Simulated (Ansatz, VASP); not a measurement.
Two plane-wave programs on ScHg

```
Sc Hg
1.0
     3.42622    0.00000    0.00000
     0.00000    3.42622    0.00000
     0.00000    0.00000    3.42622
Sc Hg
1 1
Direct
  0.50000 0.50000 0.50000
  0.00000 0.00000 0.00000
```

Alike in both runs: functional LDA; k mesh 12 × 12 × 12; occupations gaussian, width 0.1 eV; no spin polarisation.

Ansatz relaxed the structure, and its values are those at the end. VASP's run is a single point on that final structure, the one shown.

|  | VASP | Ansatz |
| --- | --- | --- |
| version | VASP 6.6.1 | Ansatz 0.2.0 |
| potentials or method | VASP PAW LDA potentials, release 64 (Sc_sv, Hg) | scalar-relativistic, plane waves, PAW |
| plane-wave cutoff (eV) | 520 | 420 |
| valence electrons in the cell | 23 | 31 |

```tsv
	VASP	Ansatz	Ansatz less VASP
gap on the k mesh at the Fermi level (eV)	none	none	-
pressure (GPa)	0.5	0.0	-0.57
```

A gap of «none» marks a metal or a gap that the smearing closes. The two sets of potentials don't hold the same shells in valence.

Spin-orbit coupling is left out, which matters for the levels of Hg.
